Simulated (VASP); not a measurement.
Method: PBE GGA, VASP's PBE PAW potentials (set 64) (plane waves; VASP).

VASP input:

**KPOINTS**
```
Automatic mesh
0
Gamma
10 10 10
0 0 0
```

INCAR:
```
# general
SYSTEM = MgO
PREC   = Accurate
ENCUT  = 520   # plane-wave cut-off (eV)
LREAL  = .False.   # projection in real space or not
LASPH  = .True.
ISYM   = -1

# electronic loop
EDIFF  = 1E-6   # SCF stop (eV)
NELM   = 100
ALGO   = Normal

# smearing
ISMEAR = 0   # Gaussian
SIGMA  = 0.05   # width (eV)

# functional
GGA    = PE

# ions
ISIF   = 2   # forces and stress, cell fixed

# output
LWAVE  = .False.
LCHARG = .False.
```

POSCAR:
```
MgO
2.976920
  0.0000000000   0.7071066740   0.7071066740
  0.7071066740   0.0000000000   0.7071066740
  0.7071066740   0.7071066740   0.0000000000
Mg O
1 1
Cart
  0.0000000000   0.0000000000   0.0000000000
  0.7071066740   0.7071066740   0.7071066740
```

POTCAR, in this order: Mg O (PBE.64 set). Program: vasp_std.

**Question.** Estimate the energy per atom (σ→0), pressure, band gap (on the k-mesh).

**Answer.** 
```yaml
energy per atom (σ→0): -5952 meV/atom
band gap (on the k-mesh): 4.74 eV
pressure: 4.17 GPa
```

### OSZICAR
```
...
DAV:   5    -0.134654615669E+02   -0.44640E-06   -0.44640E-06 21440   0.134E-02    0.722E+00
DAV:   6    -0.119243135491E+02    0.15411E+01   -0.10049E+01 16000   0.224E+01    0.227E+00
DAV:   7    -0.119100367178E+02    0.14277E-01   -0.43356E-02 17096   0.256E+00    0.132E+00
DAV:   8    -0.119048041696E+02    0.52325E-02   -0.24151E-02 16272   0.236E+00    0.154E-01
DAV:   9    -0.119047170050E+02    0.87165E-04   -0.38996E-04 23432   0.176E-01    0.732E-02
DAV:  10    -0.119048197148E+02   -0.10271E-03   -0.13139E-04 16416   0.122E-01    0.534E-03
DAV:  11    -0.119048198010E+02   -0.86218E-07   -0.68428E-07 22496   0.817E-03
   1 F= -.11904820E+02 E0= -.11904820E+02  d E =-.919908E-12
```

The compound is MgO in the rock salt structure. The cell was not relaxed at this level. The run is one of a series of settings (ISYM = -1 against the base run), some of them coarse on purpose.
